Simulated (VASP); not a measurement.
Given:

```
CELL_PARAMETERS angstrom
      3.10507     0.00000     0.00000
     -1.55254     2.68907     0.00000
      0.00000     0.00000     2.89247
ATOMIC_POSITIONS crystal
  Zr 0.00000 0.00000 0.00000
  N  0.66667 0.33333 0.50000
```

Calculation: PBEsol GGA, VASP's PBE PAW potentials (set 64) (plane waves; VASP). Settings: 520 eV cut-off, Gaussian smearing of 0.050 eV, potentials Zr_sv N.

Give the energies of bands 6 to 11 at the high-symmetry points, in eV from the Fermi level.

```csv
band,Γ,M,K,A,L,H
6,-3.42,-5.90,-5.07,-6.70,-5.41,-6.47
7,-3.42,-3.19,-4.00,-2.65,-4.34,-4.79
8,-2.31,-1.99,-3.20,-2.65,-4.27,-2.06
9,-1.31,-1.84,0.97,1.13,1.14,0.92
10,2.96,4.34,2.08,1.13,4.79,4.81
11,4.56,4.38,2.81,3.76,5.67,6.04
```

It has no gap at this level: it comes out as a metal or semimetal.

The structure was generated: ZrN was put into the WC type (P-6m2), which need not be its known phase. It was relaxed first. The electron count is odd and the run is not spin-polarised, which forces a metal.
